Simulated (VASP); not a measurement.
Output of a VASP run:

### OSZICAR
```
       N       E                     dE             d eps       ncg     rms          rms(c)
DAV:   1     0.379632482827E+02    0.37963E+02   -0.79164E+03  2940   0.117E+03
DAV:   2    -0.680536149997E+01   -0.44769E+02   -0.43667E+02  2791   0.468E+02
DAV:   3    -0.890011034515E+01   -0.20947E+01   -0.19541E+01  2964   0.515E+01
DAV:   4    -0.898838685476E+01   -0.88277E-01   -0.87694E-01  2951   0.101E+01
DAV:   5    -0.899438403804E+01   -0.59972E-02   -0.48958E-02  2844   0.204E+00    0.245E+01
DAV:   6    -0.898898206691E+01    0.54020E-02   -0.32473E-02  2783   0.342E+00    0.146E+01
DAV:   7    -0.899816129385E+01   -0.91792E-02   -0.54761E-02  2706   0.442E+00    0.371E-01
DAV:   8    -0.899794766129E+01    0.21363E-03   -0.36489E-03  2698   0.891E-01    0.917E-02
DAV:   9    -0.899795608504E+01   -0.84238E-05   -0.20794E-04  2864   0.200E-01    0.317E-02
DAV:  10    -0.899794983453E+01    0.62505E-05   -0.26881E-05  2811   0.642E-02    0.434E-02
DAV:  11    -0.899795068121E+01   -0.84668E-06   -0.16016E-06  1841   0.190E-02
   1 F= -.89979507E+01 E0= -.89988868E+01  d E =0.280841E-02
```

**OUTCAR**
```
------------------------ aborting loop because EDIFF is reached ----------------------------------------
  FORCE on cell =-STRESS in cart. coord.  units (eV):
  Direction    XX          YY          ZZ          XY          YZ          ZX
  --------------------------------------------------------------------------------------
  Total        0.2068945      0.2068945     -0.1776478      0.0000000     -0.0000000     -0.0000000
  in kB        5.4027790      5.4027774     -4.6390400      0.0000000     -0.0000000     -0.0000000
  external PRESSURE =       2.0555055 kB  Pullay stress =       0.0000000 kB
  volume of cell :       61.35
      direct lattice vectors                 reciprocal lattice vectors
     1.780000000 -3.083050000  0.000000000     0.280898876 -0.162177065  0.000000000
     1.780000000  3.083050000  0.000000000     0.280898876  0.162177065  0.000000000
     0.000000000  0.000000000  5.590000000     0.000000000  0.000000000  0.178890877
 POSITION                                       TOTAL-FORCE (eV/Angst)
 -----------------------------------------------------------------------------------
      1.78000      1.02769      1.39750        -0.000000     -0.000000      0.000000
      1.78000     -1.02769      4.19250         0.000000      0.000000      0.000000
 -----------------------------------------------------------------------------------
    total drift:                               -0.000002      0.000088     -0.000012
  FREE ENERGIE OF THE ION-ELECTRON SYSTEM (eV)
  ---------------------------------------------------
  free  energy   TOTEN  =        -8.9979506812 eV

  energy  without entropy=       -9.0007590886  energy(sigma->0) =       -8.99888682
```
(Selected blocks of OUTCAR.)

POSCAR:
```
Er
1
    1.7800000000    -3.0830500000     0.0000000000
    1.7800000000     3.0830500000     0.0000000000
    0.0000000000     0.0000000000     5.5900000000
Er
2
Direct
  0.3333330000   0.6666670000   0.2500000000
  0.6666670000   0.3333330000   0.7500000000
```

Problem. Reconstruct the remaining input files.

Solution. Several could match; the one computed here: the input of the run itself, PBE GGA, plane waves, VASP's PBE PAW potentials (set 64).

File KPOINTS:
```
Automatic mesh
0
Gamma
11 11 6
0 0 0
```

### INCAR
```
! general
SYSTEM   =  Er
PREC     =  Accurate
ENCUT    =  400
LREAL    =  .FALSE.
LASPH    =  .TRUE.   ! aspherical one-centre terms

! electronic loop
EDIFF    =  1E-6   ! SCF stop (eV)
NELM     =  100
ALGO     =  Normal   ! blocked Davidson
LMAXMIX  =  6   ! l cut-off of mixed one-centre charges

! smearing
ISMEAR   =  1
SIGMA    =  0.1

! functional
GGA      =  PE   ! PBE

! ions
ISIF     =  2

! output
LWAVE    =  .FALSE.
LCHARG   =  .FALSE.
```

POTCAR, in this order: Er_3 (PBE.64 set). Program: vasp_std.

The 4f electrons are frozen in the core of the lanthanide potential, so 4f levels, which can set the real gap, and their magnetism are missing.

The compound is Er in the hcp structure. The cell was not relaxed at this level.
